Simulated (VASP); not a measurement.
NaY3S3, 7 atoms in the cell. It takes space group Pm-3m (No. 221, cubic). The conventional cell has a = 5.484 Å, b = 5.484 Å, c = 5.484 Å, α = 90.00°, β = 90.00°, γ = 90.00°. Na (site symmetry m-3m) is surrounded by 6 Y at 2.74 Å. Y (site symmetry 4/mmm) has 2 Na at 2.74 Å and 4 S at 2.74 Å as nearest neighbours. Around S (site symmetry 4/mmm) lie 4 Y at 2.74 Å. The cell was built by a generator and needn't be a form met in nature. The cell isn't the ideal one: species swapped into the Ce3GaBr3 type (Pm-3m, No. 221).

| Item | Value |
| --- | --- |
| Program | VASP 6.6.1 |
| Task | relaxation of cell and atoms |
| Functional | PBE |
| Potentials or basis | VASP PAW PBE potentials, release 64 (Na_pv, Y_sv, S) |
| Cutoff | 600 eV |
| k mesh | 4 × 4 × 4 |
| Occupations | gaussian, width 0.1 eV |
| Spin | no spin polarisation |
| Dipole correction | no |
| Further INCAR settings | ALGO = Normal; EDIFF = 1e-07; IBRION = 2; EDIFFG = -0.04; NSW = 90; ISIF = 3 |

Potentials or basis: VASP PAW PBE potentials, release 64 (Na_pv, Y_sv, S).

The run is started by

```bash
$ cat potpaw_PBE.64/Na_pv/POTCAR potpaw_PBE.64/Y_sv/POTCAR potpaw_PBE.64/S/POTCAR > POTCAR
$ mpirun -np 1 vasp_std > vasp.out
```

Hardware: 1 thread of Intel(R) Xeon(R) Platinum 8259CL CPU @ 2.50GHz (Skylake/Cascade Lake), on a shared host.

Question: Estimate the wall time of this run.

Answer: Run time: 5.4 min on 1 thread of Intel(R) Xeon(R) Platinum 8259CL CPU @ 2.50GHz (Skylake/Cascade Lake), with other jobs on the host, peak memory 0.37 GiB. Counts: scf iterations 44, k points 10, ion steps 3.
